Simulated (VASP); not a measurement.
Energy against volume of MgH2 (rutile). Computed with r2SCAN meta-GGA, VASP's PBE PAW potentials (set 64) (plane waves; VASP). Numerical set-up: 520 eV cut-off, 5×5×7 Γ-centred mesh, Gaussian smearing of 0.050 eV, potentials Mg H.

Shape and ions are relaxed at each volume.

```json
[
 {"V (Å³/atom)": "9.404", "E (eV/atom)": "-3.94830"},
 {"V (Å³/atom)": "9.705", "E (eV/atom)": "-3.95307"},
 {"V (Å³/atom)": "10.005", "E (eV/atom)": "-3.95447"},
 {"V (Å³/atom)": "10.305", "E (eV/atom)": "-3.95295"}
]
```

Question: Fit these four points and predict the energy of the run at 10.605 Å³/atom.

Answer: A cubic in V^(−2/3), the third-order Birch-Murnaghan form, passes through the four points with V0 = 9.99 Å³/atom and B0 = 52 GPa, and gives -3.9489 eV/atom there. The run gave -3.9489 eV/atom, +0.0 meV/atom from the fit; all five points give B0 = 52 GPa.

The compound is MgH2 in the rutile structure. It was relaxed first.
